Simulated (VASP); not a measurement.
The input files of a VASP run:

**KPOINTS**
```
Automatic mesh
0
Gamma
8 8 8
0 0 0
```

File POSCAR:
```
MgSe
1
    0.0000000000     2.7358400781     2.7358400781
    2.7358400781     0.0000000000     2.7358400781
    2.7358400781     2.7358400781     0.0000000000
Mg Se
1 1
Direct
  1.0000000000   0.0000000000   1.0000000000
  0.5000000000   0.5000000000   0.5000000000
```

### INCAR
```
! general
SYSTEM   = MgSe
PREC     = Accurate
ENCUT    = 520   ! plane-wave cut-off (eV)
LREAL    = .FALSE.   ! projection in real space or not
LASPH    = .TRUE.   ! aspherical one-centre terms

! electronic loop
EDIFF    = 1E-7
NELM     = 100
ALGO     = Normal   ! blocked Davidson
LMAXMIX  = 4   ! l cut-off of mixed one-centre charges

! smearing
ISMEAR   = 0   ! Gaussian
SIGMA    = 0.05   ! width (eV)

! functional
GGA      = CX
LUSE_VDW = .TRUE.
AGGAC    = 0.0

! ions
ISIF     = 2

! output
LWAVE    = .FALSE.
LCHARG   = .FALSE.
```

POTCAR, in this order: Mg Se (PBE.64 set). Program: vasp_std.

Translate this vdW-DF-cx calculation to Quantum ESPRESSO's pw.x.

One equivalent input (not run):
```
&CONTROL
  calculation = 'scf'
  pseudo_dir = './pseudo'
  outdir = './out'
  tprnfor = .true.
  tstress = .true.
/
&SYSTEM
  ibrav = 0
  nat = 2
  ntyp = 2
  ecutwfc = 86
  occupations = 'smearing'
  smearing = 'gaussian'
  degauss = 0.003675
  input_dft = 'vdw-df-cx'
/
&ELECTRONS
  conv_thr = 7.3e-09
  electron_maxstep = 100
/
ATOMIC_SPECIES
  Mg 24.305 Mg.upf
  Se 78.971 Se.upf
CELL_PARAMETERS angstrom
     0.0000000    2.7358401    2.7358401
     2.7358401    0.0000000    2.7358401
     2.7358401    2.7358401    0.0000000
ATOMIC_POSITIONS crystal
  Mg   1.0000000  0.0000000  1.0000000
  Se   0.5000000  0.5000000  0.5000000
K_POINTS automatic
  8 8 8 0 0 0
```
The two are equivalent in intent, not identical: the potentials are each code's own (VASP's PAW set, PseudoDojo norm-conserving files in pw.x), so ENCUT and ecutwfc are chosen apart and not converted; conv_thr bounds pw.x's estimated SCF error, while EDIFF bounds the energy change between steps.

The compound is MgSe in the rock salt structure. It was relaxed first.
